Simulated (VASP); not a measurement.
# WS2: single point with PBEsol

The system is WS2.

```
CELL_PARAMETERS angstrom
3.14685 0.00000 0.00000
-1.57342 2.72525 0.00000
0.00000 0.00000 12.68069
ATOMIC_POSITIONS crystal
W 0.33333 0.66667 0.25000
W 0.66667 0.33333 0.75000
S 0.33333 0.66667 0.62633
S 0.66667 0.33333 0.12633
S 0.33333 0.66667 0.87367
S 0.66667 0.33333 0.37367
```

The cell is a database's computed one.

- Program: VASP 6.6.1
- Task: single point
- Functional: PBEsol
- Potentials or basis: VASP PAW PBE potentials, release 64 (W_sv, S_h)
- Cutoff: 900 eV
- k mesh: 12 × 12 × 2
- Occupations: gaussian, width 0.02 eV
- Spin: no spin polarisation
- Further INCAR settings: ALGO = Fast; EDIFF = 1e-06

```yaml
Pressure: 0.2 GPa
Largest_force: 0.021 eV/Å
Band_gap_on_the_k_mesh: 1.10 eV, indirect (least direct gap 1.86 eV)
```

Forces on the atoms (eV/Å):
```
W    0.001  0.000  0.000
W   -0.001  0.000  0.000
S    0.000  0.000 -0.021
S    0.000  0.000 -0.021
S    0.000  0.000  0.021
S    0.000  0.000  0.021
```

Levels at points of the mesh, in eV from the valence-band top:
```tsv
k point	band 22	band 23	band 24	band 25	band 26	band 27	band 28	band 29	band 30	band 31
(0.00, 0.00, 0.00)	-2.07	-2.07	-1.63	-1.13	0.00	2.46	2.47	2.53	2.56	2.65
(0.50, 0.00, 0.00)	-2.67	-1.78	-1.64	-1.58	-1.45	2.46	2.50	2.74	3.03	3.24
(0.50, 0.50, 0.00)	-2.67	-1.78	-1.64	-1.58	-1.45	2.46	2.50	2.74	3.03	3.23
(0.00, 0.00, 0.50)	-2.09	-2.09	-2.09	-0.33	-0.33	2.45	2.49	2.56	2.61	2.63
(0.50, 0.00, 0.50)	-2.75	-1.71	-1.71	-1.51	-1.51	2.48	2.48	2.90	2.93	3.51
(0.50, 0.50, 0.50)	-2.75	-1.71	-1.71	-1.51	-1.51	2.48	2.49	2.90	3.43	3.51
```

It took 5.6 min on 1 thread of Intel(R) Xeon(R) 6975P-C (Granite Rapids) (shared host), peak memory 0.72 GiB.

Caveat: the PAW data sets were made with another functional, which shifts forces and pressure a little; spin-orbit coupling is left out, which moves the levels of the heavy elements; this functional lacks dispersion, which binds the layers, so the pressure and a relaxed spacing across them are unreliable. A hybrid or GW would open this gap; PBEsol tends to underestimate it.
